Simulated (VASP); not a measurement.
```yaml
crystal:
  lattice:
    - [0.00000, 3.19500, 3.19500]
    - [3.19500, 0.00000, 3.19500]
    - [3.19500, 3.19500, 0.00000]
  atoms:
    - { symbol: Ba, position: [0.00000, 0.00000, 0.00000] }
    - { symbol: S, position: [0.50000, 0.50000, 0.50000] }
```

The numbers are results of PBE GGA, VASP's PBE PAW potentials (set 64) (plane waves; VASP), not measurements. Numerical set-up: PREC = Single, 400 eV cut-off, 7×7×7 Γ-centred mesh, Gaussian smearing of 0.050 eV, potentials Ba_sv S.

Task: What does the run give for the energy per atom (σ→0), pressure?

Result: 
energy per atom (σ→0): -5.092 eV/atom
pressure: 1.38 GPa

The compound is BaS in the rock salt structure. The cell was not relaxed at this level. The run is one of a series of settings (PREC = Single against the base run), some of them coarse on purpose.
